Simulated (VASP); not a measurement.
Here is the system:

```
CELL_PARAMETERS angstrom
      1.27065    -2.20084     0.00000
      1.27065     2.20084     0.00000
      0.00000     0.00000     4.20239
ATOMIC_POSITIONS crystal
  B  0.66667 0.33333 0.50024
  B  0.33333 0.66667 0.00024
  N  0.66667 0.33333 0.87476
  N  0.33333 0.66667 0.37476
```

These are AM05 GGA, VASP's PBE PAW potentials (set 64) (plane waves; VASP) values and carry that method's errors. Run with 520 eV cut-off, Gaussian smearing of 0.050 eV, potentials B N.

### Question
Give the energies of bands 3 to 11 at the high-symmetry points, in eV from the valence-band maximum.

### Answer

```
band       Γ      M      K      A       L      H
----  ------  -----  -----  -----  ------  -----
3     -11.06  -9.58  -9.40  -5.77  -10.13  -8.91
4      -2.15  -7.87  -7.24  -5.77  -10.13  -8.91
5      -2.15  -6.99  -7.24  -1.19   -3.82  -7.88
6      -0.28  -5.06  -5.53  -1.19   -3.82  -7.88
7       0.00  -4.51  -5.50  -1.19   -3.61  -3.07
8       0.00  -2.14  -5.50  -1.19   -3.61  -3.07
9       8.31   6.60   4.97   9.49    6.48   9.29
10      8.31   7.84  13.51   9.49    6.48   9.29
11      8.57  10.53  13.51   9.87    9.99  10.05
```

The gap is indirect, 4.97 eV, from the valence maximum at Γ to the conduction minimum at K.

The compound is BN in the wurtzite structure, a metastable high-pressure form. It was relaxed first.
